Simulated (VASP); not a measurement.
Data:

```
SnC62
1.0
    7.14656     0.00000     0.00000
    0.00000     7.14656     0.00000
    0.00000     0.00000     7.14656
C Sn
62 1
Direct
  0.50000   0.00000   0.00000
  0.62355   0.12328   0.13196
  0.74871   0.25381   0.00365
  0.87234   0.37285   0.12292
  0.74503   0.00663   0.25574
  0.87584   0.12239   0.38044
  0.00000   0.00000   0.00000
  0.12500   0.12500   0.12500
  0.25000   0.25000   0.00000
  0.36878   0.37051   0.13097
  0.50614   0.50300   0.00326
  0.62446   0.63105   0.12369
  0.75000   0.75000   0.00000
  0.87500   0.87500   0.12500
  0.25000   0.00000   0.25000
  0.37895   0.12816   0.36974
  0.50584   0.24843   0.24713
  0.75164   0.49955   0.24657
  0.87975   0.62050   0.37117
  0.50224   0.99971   0.49402
  0.61994   0.11957   0.62469
  0.75057   0.25642   0.50118
  0.87537   0.38092   0.63088
  0.75000   0.00000   0.75000
  0.87500   0.12500   0.87500
  0.00000   0.50000   0.00000
  0.12500   0.62500   0.12500
  0.25000   0.75000   0.00000
  0.37500   0.87500   0.12500
  0.00000   0.25000   0.25000
  0.12500   0.37500   0.37500
  0.25144   0.49896   0.25054
  0.37481   0.62500   0.38085
  0.49668   0.74369   0.24948
  0.62500   0.87500   0.37500
  0.00000   0.00000   0.50000
  0.12500   0.12500   0.62500
  0.25130   0.24833   0.50194
  0.37503   0.36925   0.62216
  0.62624   0.61822   0.62318
  0.74358   0.74477   0.49550
  0.87500   0.87500   0.62500
  0.25000   0.00000   0.75000
  0.37500   0.12500   0.87500
  0.49941   0.25564   0.75133
  0.62500   0.37500   0.87500
  0.74745   0.49881   0.75194
  0.87500   0.62500   0.87500
  0.00000   0.75000   0.25000
  0.12500   0.87500   0.37500
  0.00000   0.50000   0.50000
  0.12500   0.62500   0.62500
  0.25000   0.75000   0.50000
  0.37500   0.87500   0.62500
  0.00000   0.25000   0.75000
  0.12500   0.37500   0.87500
  0.25000   0.50000   0.75000
  0.37500   0.62500   0.87500
  0.50000   0.75000   0.75000
  0.62500   0.87500   0.87500
  0.00000   0.75000   0.75000
  0.12500   0.87500   0.87500
  0.50460   0.49545   0.50567
```

Computed with PBE GGA, VASP's PBE PAW potentials (set 64) (plane waves; VASP 6.6.1). Numerical set-up: PREC = Normal, LREAL = Auto, ISYM = 0, EDIFF = 1E-5, 400 eV cut-off, 1×1×1 Γ-centred mesh, Gaussian smearing of 0.050 eV, potentials C Sn. Starting moments (MAGMOM): 63*0.0317. The cell's moment is fixed (NUPDOWN = 2).

The supercell is sampled at Γ alone, which is coarse: total energies, pressure and levels can be off, energies of defects by several tenths of an eV.

Question: The ions are relaxed. Which structure does the run end with?

Answer: 
```
SnC62
1.0
    7.14656     0.00000     0.00000
    0.00000     7.14656     0.00000
    0.00000     0.00000     7.14656
C Sn
62 1
Cartesian
  3.56265   7.14370   0.00112
  4.43609   0.91065   0.91470
  5.33939   1.80546   0.02708
  6.23425   2.70874   0.91468
  5.33933   0.02297   1.80959
  6.23430   0.91056   2.71270
  7.13472   0.01005   0.01418
  0.86582   0.90426   0.90812
  1.75264   1.78410   7.13975
  2.63012   2.67218   0.86658
  3.56773   3.57695   0.00023
  4.47265   4.51460   0.86660
  5.36058   5.39206   7.13971
  6.24056   6.27895   0.90822
  1.75262   7.13575   1.78835
  2.63023   0.86262   2.67626
  3.42797   1.70098   1.70511
  5.44378   3.71685   1.70509
  6.28222   4.51463   2.67629
  3.56778   7.14270   3.58116
  4.47265   0.86241   4.51875
  5.44384   1.70077   3.72077
  6.28223   2.67216   4.51863
  5.36063   7.13571   5.39624
  6.24067   0.90412   6.28304
  0.00111   3.58218   0.00114
  0.87017   4.47988   0.87588
  1.78516   5.35959   7.13530
  2.66495   6.27462   0.87586
  7.12188   1.80552   1.80949
  0.87628   2.68721   2.69105
  1.74284   3.59184   1.75334
  2.58170   4.56305   2.55052
  3.55295   5.40203   1.75340
  4.45770   6.26864   2.69112
  0.00102   7.14376   3.58615
  0.87013   0.87195   4.48381
  1.74282   1.74943   3.59589
  2.58171   2.54645   4.56716
  4.59842   4.56320   4.56720
  5.39543   5.40207   3.59597
  6.27287   6.27472   4.48386
  1.78525   7.13133   5.36358
  2.66506   0.87194   6.27860
  3.55302   1.74934   5.40596
  4.45783   2.68708   6.27260
  5.39545   3.59177   5.40596
  6.27290   4.47980   6.27858
  0.00911   5.39216   1.78833
  0.87785   6.26696   2.68644
  0.00208   3.57703   3.58107
  0.90384   4.45808   4.46218
  1.79128   5.35350   3.55894
  2.68670   6.24099   4.46217
  0.00903   1.78413   5.39621
  0.87786   2.68223   6.27104
  1.79139   3.55479   5.35759
  2.68662   4.45810   6.24520
  3.58986   5.35346   5.35761
  4.46257   6.26685   6.27099
  0.01362   5.35964   5.36358
  0.89130   6.25361   6.25759
  4.01263   3.13200   3.13615
``` The cell ends with 2.00 μB, on the first 30 sites 0.02 0.00 0.01 0.00 0.01 0.00 0.01 0.00 0.02 0.01 0.00 0.01 0.02 0.00 0.02 0.01 0.15 0.15 0.01 0.00 0.01 0.15 0.01 0.02 0.00 0.02 0.02 0.00 0.02 0.01 μB.

Question: How much energy does the relaxation gain?

Answer: The energy (σ→0) changes by -338.5 meV/atom, in 23 ionic steps.

The cell is a supercell with a defect, built from C (diamond): Sn_C-vac_C.
